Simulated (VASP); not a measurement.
Output of a VASP run:

File OSZICAR:
```
       N       E                     dE             d eps       ncg     rms          rms(c)
DAV:   1     0.640143802686E+01    0.64014E+01   -0.31347E+03   568   0.755E+02
DAV:   2    -0.107844725193E+02   -0.17186E+02   -0.17025E+02   896   0.802E+01
DAV:   3    -0.110225089372E+02   -0.23804E+00   -0.23804E+00   656   0.116E+01
DAV:   4    -0.110237615662E+02   -0.12526E-02   -0.12526E-02   904   0.932E-01
DAV:   5    -0.110237624035E+02   -0.83735E-06   -0.83735E-06   728   0.212E-02    0.493E+00
DAV:   6    -0.108957597490E+02    0.12800E+00   -0.85237E-02   680   0.153E+00    0.302E+00
DAV:   7    -0.108377926257E+02    0.57967E-01   -0.15990E-01   712   0.223E+00    0.198E-01
DAV:   8    -0.108388636224E+02   -0.10710E-02   -0.41493E-03   624   0.491E-01    0.749E-02
DAV:   9    -0.108390496057E+02   -0.18598E-03   -0.18461E-04   816   0.108E-01    0.574E-02
DAV:  10    -0.108390773966E+02   -0.27791E-04   -0.34634E-05   664   0.441E-02    0.111E-02
DAV:  11    -0.108390770047E+02    0.39195E-06   -0.47715E-07   880   0.507E-03    0.225E-03
DAV:  12    -0.108390773057E+02   -0.30105E-06   -0.57412E-07   664   0.611E-03    0.108E-03
DAV:  13    -0.108390773153E+02   -0.95454E-08   -0.21005E-09   480   0.406E-04
   1 F= -.11507218E+02 E0= -.11507218E+02  d E =0.000000E+00
```

File OUTCAR:
```
------------------------ aborting loop because EDIFF is reached ----------------------------------------
  Edisp (eV):   -0.66814
  FORCE on cell =-STRESS in cart. coord.  units (eV):
  Direction    XX          YY          ZZ          XY          YZ          ZX
  --------------------------------------------------------------------------------------
  Total       0.00056     0.00056     0.00056     0.00000    -0.00000    -0.00000
  in kB       0.02247     0.02247     0.02247     0.00000    -0.00000    -0.00000
  external pressure =        0.02 kB  Pullay stress =        0.00 kB
  volume of cell :       39.75
      direct lattice vectors                 reciprocal lattice vectors
     0.000000000  2.708836808  2.708836808    -0.184581071  0.184581071  0.184581071
     2.708836808  0.000000000  2.708836808     0.184581071 -0.184581071  0.184581071
     2.708836808  2.708836808  0.000000000     0.184581071  0.184581071 -0.184581071
 POSITION                                       TOTAL-FORCE (eV/Angst)
 -----------------------------------------------------------------------------------
      0.00000      0.00000      0.00000         0.000000     -0.000000     -0.000000
      1.35442      1.35442      1.35442        -0.000000      0.000000      0.000000
 -----------------------------------------------------------------------------------
    total drift:                                0.000000      0.000000     -0.000000
  FREE ENERGIE OF THE ION-ELECTRON SYSTEM (eV)
  ---------------------------------------------------
  free  energy   TOTEN  =       -11.5072175447 eV

  energy  without entropy=      -11.5072175447  energy(sigma->0) =      -11.50721754

 total charge

# of ion       s       p       d       tot
------------------------------------------
    1        0.751   0.948   0.000   1.698
    2        0.751   0.948   0.000   1.698
--------------------------------------------------
tot          1.502   1.895   0.000   3.397
```
(Selected blocks of OUTCAR.)

### POSCAR
```
Si
1
    0.0000000000     2.7088368078     2.7088368078
    2.7088368078     0.0000000000     2.7088368078
    2.7088368078     2.7088368078     0.0000000000
Si
2
Direct
  0.0000000000   0.0000000000   0.0000000000
  0.2500000000   0.2500000000   0.2500000000
```

Question: Write an INCAR and KPOINTS that could have produced this output.

Answer: Several could match; the one computed here: the input of the run itself, PBE GGA with D4 dispersion, plane waves, VASP's PBE PAW potentials (set 64).

INCAR:
```
GGA=PE   ! PBE
SYSTEM=Si
ALGO=Normal   ! blocked Davidson
LREAL=.FALSE.   ! projection in real space or not
ENCUT=520   ! plane-wave cut-off (eV)
ISMEAR=-5   ! tetrahedra, Bloechl
LORBIT=11
IVDW=13
LCHARG=.TRUE.
EDIFF=1E-7   ! SCF stop (eV)
NELM=100   ! most electronic steps
LASPH=.TRUE.   ! aspherical one-centre terms
LWAVE=.FALSE.
PREC=Accurate
ISIF=2   ! forces and stress, cell fixed
NEDOS=601
```

**KPOINTS**
```
Automatic mesh
0
G
  9 9 9
0 0 0
```

POTCAR, in this order: Si (PBE.64 set). Program: vasp_std.

The compound is Si in the diamond structure. It was relaxed first.
